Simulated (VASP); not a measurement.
Given:

```
Os
1.0
    4.30639     0.00000     0.00000
    0.00000     2.73106     0.00000
    0.00000     0.00000    24.46652
Os
8
Direct
  0.25000   0.50000   0.37111
  0.75000   0.00000   0.33888
  0.25000   0.00000   0.46778
  0.75000   0.50000   0.43555
  0.25000   0.50000   0.56445
  0.75000   0.00000   0.53222
  0.25000   0.00000   0.66112
  0.75000   0.50000   0.62889
```

Computed with PBEsol GGA, VASP's PBE PAW potentials (set 64) (plane waves; VASP). Numerical set-up: PREC = Normal, EDIFF = 1E-5, 400 eV cut-off, 7×10×1 Γ-centred mesh, first-order Methfessel-Paxton smearing of 0.10 eV, potentials Os.

**Question.** The ions are relaxed. Predict the relaxed structure.

**Answer.** 
```
Os
1.0
    4.30639     0.00000     0.00000
    0.00000     2.73106     0.00000
    0.00000     0.00000    24.46652
Os
8
Direct
  0.25000   0.50000   0.37038
  0.75000   0.00000   0.34406
  0.25000   0.00000   0.46641
  0.75000   0.50000   0.43508
  0.25000   0.50000   0.56492
  0.75000   0.00000   0.53359
  0.25000   0.00000   0.65594
  0.75000   0.50000   0.62962
```

**Question.** How much energy does the relaxation gain?

**Answer.** The energy (σ→0) changes by -31.0 meV/atom, in 7 ionic steps.

```tsv
step	E(σ→0) (eV)	max force (eV/Å)	pressure (GPa)	volume (Å³)
1	-92.0077	1.628	-4.82	287.75
2	-92.2278	0.466	-3.43	287.75
3	-92.2387	0.297	-2.97	287.75
4	-92.2493	0.109	-2.58	287.75
5	-92.2500	0.187	-2.44	287.75
6	-92.2543	0.079	-2.19	287.75
7	-92.2554	0.023	-2.02	287.75
```

The cell is a thin slab with vacuum, built from Os (hcp): (100) face.
